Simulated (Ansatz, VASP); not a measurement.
# BH3N (BN wire along [111], 12 atoms a period, H-terminated): VASP beside Ansatz, part 2 of 2

One calculation is typed for both programs; each brings its own data sets. How far apart do they land? The structure shown is the end of the Ansatz relaxation below.

VASP 6.6.1 and Ansatz 0.2.0.

So far: Starting point; Ansatz: relaxation, PBE.

## 3. VASP: single point, PBE

Level of this step: PBE; plane waves and PAW (B, N, H) (VASP).

The same cell, functional, mesh and smearing now go to VASP, with its own data sets.

Lines of VASP's logs that name or quote its potential files are left out, and so is its time.

INCAR reads:

```
SYSTEM = BH3N
PREC = Accurate
ENCUT = 600
EDIFF = 1E-06
NELM = 120
ISMEAR = -1
SIGMA = 0.05
LREAL = .FALSE.
ALGO = Normal
GGA = PE
NBANDS = 56
LORBIT = 11
LWAVE = .FALSE.
LCHARG = .FALSE.
ISIF = 2
LASPH = .TRUE.
GGA_COMPAT = .FALSE.
EFERMI = MIDGAP
KPAR = 4
```

POSCAR reads:

```
BH3N
1.0
   11.3260000000      0.0000000000      0.0000000000
    0.0000000000     11.9040000000      0.0000000000
    0.0000000000      0.0000000000      6.4433083750
B N H
6 6 18
Direct
    0.3799058805      0.5065018035      0.9987630971
    0.5020146596      0.4408420767      0.3357696626
    0.6180468071      0.6345722992      0.3320909430
    0.4971507160      0.5668120430      0.6690981718
    0.6154035517      0.3742488053      0.6654780273
    0.6142462792      0.5078526724      0.0024248452
    0.3866920326      0.4980190742      0.2467994111
    0.6089859370      0.5093160758      0.2469788123
    0.5060175630      0.4444016284      0.5803146529
    0.6067849555      0.6333374291      0.5801216665
    0.4983968795      0.5617024658      0.9136442062
    0.6199080742      0.3842159249      0.9134849592
    0.5024519157      0.3431778882      0.2781697368
    0.5356575601      0.6909462810      0.2673561224
    0.7126282454      0.6753200145      0.2842406928
    0.3141949864      0.4531250883      0.2924630515
    0.3764968130      0.5759129195      0.3129420872
    0.6835620845      0.4693263601      0.2990224119
    0.4079898004      0.6151753111      0.6115139598
    0.6050926834      0.2759008180      0.6177787728
    0.7079792946      0.4137843831      0.6006715841
    0.4322852118      0.4030143911      0.6323549668
    0.6019317359      0.7155666056      0.6254677787
    0.6828186963      0.6030431041      0.6465202068
    0.2954441795      0.5639262582      0.9507974429
    0.3698686536      0.4103563795      0.9342504319
    0.7028850701      0.5570628137      0.9448401096
    0.4974910186      0.6431490979      0.9656979687
    0.5542126120      0.3368533486      0.9799096469
    0.6971157538      0.3470531371      0.9590052052
```

KPOINTS reads:

```
Automatic mesh
0
Gamma
1 1 13
0 0 0
```

PAW data sets: B, N and H (PBE family, release 64).

Run with:

```console
$ mpirun -np 4 vasp_std
```

Numbers of over 12 decimals in the logs are rounded to 6 here.

The program printed:

```text
[banner, memory and clock lines left out]
running    4 mpi-ranks, on    1 nodes
 distrk:  each k-point on    1 cores,    4 groups
 distr:  one band on    1 cores,    1 groups

 POSCAR found type information on POSCAR B N H
 POSCAR found :  3 types and      30 ions
|                                                                             |
|               ----> ADVICE to this user running VASP <----                  |
|                                                                             |
|     You have a (more or less) 'large supercell' and for larger cells it     |
|     might be more efficient to use real-space projection operators.         |
|     Therefore, try LREAL= Auto in the INCAR file.                           |
|     Mind: For very accurate calculation, you might also keep the            |
|     reciprocal projection scheme (i.e. LREAL=.FALSE.).                      |
|                                                                             |

 LDA part: xc-table for (Slater+PW92), standard interpolation
 POSCAR, INCAR and KPOINTS ok, starting setup
 FFT: planning ... GRIDC
 FFT: planning ... GRID_SOFT
 FFT: planning ... GRID
 WAVECAR not read
 entering main loop
       N       E                     dE             d eps       ncg     rms          rms(c)
DAV:   1     0.521357306540E+03    0.52136E+03   -0.24047E+04   808   0.954E+02
DAV:   2    -0.644440547745E+02   -0.58580E+03   -0.55165E+03  1176   0.210E+02
DAV:   3    -0.175064221448E+03   -0.11062E+03   -0.11003E+03   960   0.999E+01
DAV:   4    -0.180031203546E+03   -0.49670E+01   -0.49474E+01  1048   0.267E+01
DAV:   5    -0.180175450057E+03   -0.14425E+00   -0.14411E+00  1064   0.381E+00    0.211E+01
DAV:   6    -0.168041382602E+03    0.12134E+02   -0.18737E+01  1024   0.169E+01    0.107E+01
DAV:   7    -0.165249627473E+03    0.27918E+01   -0.51922E+00  1064   0.777E+00    0.538E+00
DAV:   8    -0.164637054283E+03    0.61257E+00   -0.15834E+00  1048   0.473E+00    0.125E+00
DAV:   9    -0.164591815395E+03    0.45239E-01   -0.23436E-01   992   0.239E+00    0.663E-01
DAV:  10    -0.164557900232E+03    0.33915E-01   -0.65388E-02   968   0.921E-01    0.383E-01
DAV:  11    -0.164551799898E+03    0.61003E-02   -0.15884E-02  1080   0.569E-01    0.219E-01
DAV:  12    -0.164551854552E+03   -0.54654E-04   -0.12168E-02   904   0.420E-01    0.142E-01
DAV:  13    -0.164555485203E+03   -0.36307E-02   -0.42545E-03   904   0.228E-01    0.992E-02
DAV:  14    -0.164560978841E+03   -0.54936E-02   -0.17528E-03   936   0.180E-01    0.509E-02
DAV:  15    -0.164564713500E+03   -0.37347E-02   -0.76089E-04   928   0.127E-01    0.428E-02
DAV:  16    -0.164568550671E+03   -0.38372E-02   -0.72464E-04   936   0.949E-02    0.206E-02
DAV:  17    -0.164569706841E+03   -0.11562E-02   -0.90052E-05   952   0.504E-02    0.163E-02
DAV:  18    -0.164570627851E+03   -0.92101E-03   -0.10287E-04   912   0.304E-02    0.120E-02
DAV:  19    -0.164570922903E+03   -0.29505E-03   -0.52750E-05   952   0.292E-02    0.641E-03
DAV:  20    -0.164571076515E+03   -0.15361E-03   -0.22063E-05   888   0.179E-02    0.368E-03
DAV:  21    -0.164571101317E+03   -0.24803E-04   -0.41833E-06   840   0.594E-03    0.196E-03
DAV:  22    -0.164571108864E+03   -0.75466E-05   -0.12115E-06   736   0.396E-03    0.868E-04
DAV:  23    -0.164571110187E+03   -0.13227E-05   -0.22534E-07   704   0.243E-03    0.731E-04
DAV:  24    -0.164571110604E+03   -0.41736E-06   -0.55485E-08   688   0.894E-04
   1 F= -.16457111E+03 E0= -.16457111E+03  d E =0.000000E+00
```

OUTCAR, selected parts (step 3):

```text
ion  position               nearest neighbor table
   1  0.380  0.507  0.999-  25 1.22  26 1.22  11 1.59   7 1.60
   2  0.502  0.441  0.336-  13 1.22   8 1.57   9 1.58   7 1.58
   3  0.618  0.635  0.332-  15 1.22  14 1.22   8 1.59  10 1.60
   4  0.497  0.567  0.669-  19 1.22   9 1.57  11 1.58  10 1.58
   5  0.615  0.374  0.665-  20 1.22  21 1.22   9 1.59  12 1.60
   6  0.614  0.508  0.002-  27 1.22  11 1.57   8 1.58  12 1.58
   7  0.387  0.498  0.247-  16 1.02  17 1.03   2 1.58   1 1.60
   8  0.609  0.509  0.247-  18 1.03   2 1.57   6 1.58   3 1.59
   9  0.506  0.444  0.580-  22 1.03   4 1.57   2 1.58   5 1.59
  10  0.607  0.633  0.580-  23 1.02  24 1.03   4 1.58   3 1.60
  11  0.498  0.562  0.914-  28 1.03   6 1.57   4 1.58   1 1.59
  12  0.620  0.384  0.913-  30 1.02  29 1.03   6 1.58   5 1.60
  13  0.502  0.343  0.278-   2 1.22
  14  0.536  0.691  0.267-   3 1.22
  15  0.713  0.675  0.284-   3 1.22
  16  0.314  0.453  0.292-   7 1.02
  17  0.376  0.576  0.313-   7 1.03
  18  0.684  0.469  0.299-   8 1.03
  19  0.408  0.615  0.612-   4 1.22
  20  0.605  0.276  0.618-   5 1.22
  21  0.708  0.414  0.601-   5 1.22
  22  0.432  0.403  0.632-   9 1.03
  23  0.602  0.716  0.625-  10 1.02
  24  0.683  0.603  0.647-  10 1.03
  25  0.295  0.564  0.951-   1 1.22
  26  0.370  0.410  0.934-   1 1.22
  27  0.703  0.557  0.945-   6 1.22
  28  0.497  0.643  0.966-  11 1.03
  29  0.554  0.337  0.980-  12 1.03
  30  0.697  0.347  0.959-  12 1.02

  LATTYP: Found a simple orthorhombic cell.
 ALAT       =     6.4433083750
 B/A-ratio  =     1.7577926340
 C/A-ratio  =     1.8474981030

 Subroutine GETGRP returns: Found  1 space group operations
 (whereof  1 operations were pure point group operations)

The static configuration has the point symmetry C_1 .

 Found      7 irreducible k-points:

   k-points           NKPTS =      7   k-points in BZ     NKDIM =      7   number of bands    NBANDS=     56

   dimension x,y,z NGX =    90 NGY =   96 NGZ =   54
   dimension x,y,z NGXF=   180 NGYF=  192 NGZF=  108

   ENCUT  =  600.0 eV  44.10 Ry    6.64 a.u.  22.62 23.78 12.87*2*pi/ulx,y,z

   NELECT =      66.0000    total number of electrons

 k-points in reciprocal lattice and weights: Automatic mesh
   0.00000000  0.00000000  0.00000000       0.077
   0.00000000  0.00000000  0.07692308       0.154
   0.00000000  0.00000000  0.15384615       0.154
   0.00000000  0.00000000  0.23076923       0.154
   0.00000000  0.00000000  0.30769231       0.154
   0.00000000  0.00000000  0.38461538       0.154
   0.00000000  0.00000000  0.46153846       0.154

 average (electrostatic) potential at core
       1 -34.3157       2 -35.1148       3 -34.3089       4 -35.1099       5 -34.3228
       6 -35.1109       7 -72.8684       8 -72.0860       9 -72.0892      10 -72.8616
      11 -72.0847      12 -72.8714      13 -38.4557      14 -38.3104      15 -37.9940
      16 -43.0289      17 -42.7032      18 -42.4286      19 -38.4476      20 -38.0124
      21 -38.3229      22 -42.4313      23 -43.0161      24 -42.6991      25 -38.0005
      26 -38.3207      27 -38.4483      28 -42.4241      29 -42.7090      30 -43.0316

 E-fermi :  -2.4306

 k-point     1 :       0.0000    0.0000    0.0000
  band No.  band energies     occupation
    ...
     29      -5.7665      2.00000
     30      -5.7643      2.00000
     31      -5.3663      2.00000
     32      -5.2532      2.00000
     33      -5.2464      2.00000
     34       0.2222      0.00000
     35       0.7779      0.00000
     36       0.9113      0.00000
     37       1.1121      0.00000
     38       1.5461      0.00000
    ...

 k-point     2 :       0.0000    0.0000    0.0769
  band No.  band energies     occupation
    ...
     29      -5.7894      2.00000
     30      -5.7350      2.00000
     31      -5.3791      2.00000
     32      -5.2884      2.00000
     33      -5.2020      2.00000
     34       0.2364      0.00000
     35       0.7883      0.00000
     36       0.9185      0.00000
     37       1.1269      0.00000
     38       1.5512      0.00000
    ...

 k-point     3 :       0.0000    0.0000    0.1538
  band No.  band energies     occupation
    ...
     29      -5.8148      2.00000
     30      -5.6908      2.00000
     31      -5.4098      2.00000
     32      -5.3116      2.00000
     33      -5.1552      2.00000
     34       0.2783      0.00000
     35       0.8175      0.00000
     36       0.9372      0.00000
     37       1.1715      0.00000
     38       1.5629      0.00000
    ...

  Total       -0.1597232     -0.1778933     -0.1548370     -0.0010075      0.0050677      0.0022916
  in kB       -0.2945779     -0.3280891     -0.2855663     -0.0018582      0.0093464      0.0042264
  external PRESSURE =      -0.3027444 kB  Pullay stress =       0.0000000 kB

  energy-cutoff  :      600.00
  volume of cell :      868.72
      direct lattice vectors                 reciprocal lattice vectors
    11.326000000  0.000000000  0.000000000     0.088292425  0.000000000  0.000000000
     0.000000000 11.904000000  0.000000000     0.000000000  0.084005376  0.000000000
     0.000000000  0.000000000  6.443308375     0.000000000  0.000000000  0.155199773

 POSITION                                       TOTAL-FORCE (eV/Angst)
 -----------------------------------------------------------------------------------
      4.30281      6.02940      6.43534         0.001546     -0.003122     -0.000805
      5.68582      5.24778      2.16347        -0.000634     -0.003327     -0.003336
      7.00000      7.55395      2.13976        -0.003588     -0.000287     -0.000890
      5.63073      6.74733      4.31121        -0.002595      0.001844     -0.003265
      6.97006      4.45506      4.28788         0.001437      0.002165     -0.000388
      6.95695      6.04548      0.01562         0.002996      0.000338     -0.003047
      4.37967      5.92842      1.59020        -0.010615      0.003966      0.007716
      6.89737      6.06290      1.59136         0.009244     -0.000047     -0.003564
      5.73115      5.29016      3.73915        -0.005270     -0.007105     -0.003751
      6.87245      7.53925      3.73790         0.008094      0.008100      0.007788
      5.64484      6.68651      5.88689        -0.003438      0.008656     -0.003959
      7.02108      4.57371      5.88587         0.002926     -0.010396      0.007418
      5.69077      4.08519      1.79233        -0.000421     -0.003884      0.000707
      6.06686      8.22502      1.72266        -0.004107      0.002454     -0.000613
      8.07123      8.03901      1.83145         0.003200      0.001251     -0.000394
      3.55857      5.39400      1.88443        -0.004589     -0.007518     -0.001995
      4.26420      6.85567      2.01638         0.004124      0.007805     -0.002030
      7.74202      5.58686      1.92669         0.012067     -0.004023      0.004578
      4.62089      7.32305      3.94017        -0.002919      0.002293      0.000677
      6.85328      3.28432      3.98054        -0.000528     -0.003565     -0.000501
      8.01857      4.92569      3.87031         0.003953      0.002605     -0.000565
      4.89606      4.79748      4.07446        -0.009279     -0.008493      0.004566
      6.81748      8.51810      4.03008        -0.004178      0.007143     -0.002094
      7.73360      7.17863      4.16573         0.004830     -0.007576     -0.001960
      3.34620      6.71298      6.12628        -0.002656      0.002221     -0.000456
      4.18913      4.88488      6.01966        -0.000015     -0.004673     -0.000666
      7.96088      6.63128      6.08790         0.003375      0.001696      0.000590
      5.63458      7.65605      6.22229        -0.002614      0.012118      0.004475
      6.27701      4.00990      6.31386        -0.008946     -0.000494     -0.002112
      7.89553      4.13132      6.17917         0.008598     -0.000144     -0.002123
 -----------------------------------------------------------------------------------
    total drift:                                0.000517      0.000356     -0.001383

  FREE ENERGIE OF THE ION-ELECTRON SYSTEM (eV)
  ---------------------------------------------------
  free  energy   TOTEN  =      -164.5711106041 eV

  energy  without entropy=     -164.5711106041  energy(sigma->0) =     -164.57111060

 total charge
# of ion       s       p       d       tot
------------------------------------------
    1        0.681   1.344   0.000   2.026
    2        0.679   1.349   0.000   2.029
    3        0.682   1.344   0.000   2.026
    4        0.679   1.349   0.000   2.029
    5        0.681   1.344   0.000   2.026
    6        0.679   1.349   0.000   2.029
    7        1.220   2.753   0.000   3.973
    8        1.212   2.733   0.000   3.945
    9        1.212   2.733   0.000   3.945
   10        1.220   2.753   0.000   3.973
   11        1.212   2.733   0.000   3.946
   12        1.220   2.752   0.000   3.973
   13        0.631   0.018   0.000   0.649
   14        0.627   0.018   0.000   0.645
   15        0.623   0.019   0.000   0.642
   16        0.640   0.081   0.000   0.721
   17        0.632   0.083   0.000   0.715
   18        0.638   0.083   0.000   0.721
   19        0.631   0.019   0.000   0.649
   20        0.623   0.019   0.000   0.642
   21        0.627   0.018   0.000   0.644
   22        0.638   0.083   0.000   0.721
   23        0.639   0.081   0.000   0.721
   24        0.632   0.083   0.000   0.715
   25        0.623   0.019   0.000   0.642
   26        0.627   0.018   0.000   0.644
   27        0.631   0.019   0.000   0.649
   28        0.638   0.083   0.000   0.720
   29        0.632   0.083   0.000   0.715
   30        0.640   0.081   0.000   0.721
--------------------------------------------------
tot         22.752  25.442   0.000  48.194

[... 3 further parts left out ...]
```

## 4. Comparison

Known differences besides the potentials themselves: the cutoff is 420 eV in Ansatz and 600 eV in VASP; Ansatz's pressure holds a Pulay correction, VASP's none. Total energies have different zeros and are not compared.

The two programs side by side:

```csv
quantity,Ansatz,VASP,difference
pressure (GPa),0.00,-0.03,+0.03
gap on the k mesh (eV),5.303,5.306,-0.002
```

At this near-relaxed geometry the largest component of a force difference is 14 meV/Å. A gap on the mesh is an upper bound, since the band edges may lie between its points.

## 5. Summary of results

```yaml
difference_in_gap_on_the_k_mesh_single_point_pbe: -0.0022 eV
```

In words: The difference in gap on the k mesh is -0.0022 eV (single point, PBE), within the 0.08 eV picked in this series as the mark of a large difference. How closely two codes agree says nothing of how well the functional describes the real material.

[Lines on the potential files, build, host, timing and source positions are cut from VASP's logs without a mark.]

[Logs are printed without paths, hosts, clocks, repeated set-up lines and the standing remarks that a program may print on its own settings, such as how far it seeks lower states.]

[Hosts, paths, dates, database ids (printed as entryN), source tags and the programs' standing remarks are cut or masked in the printed files.]
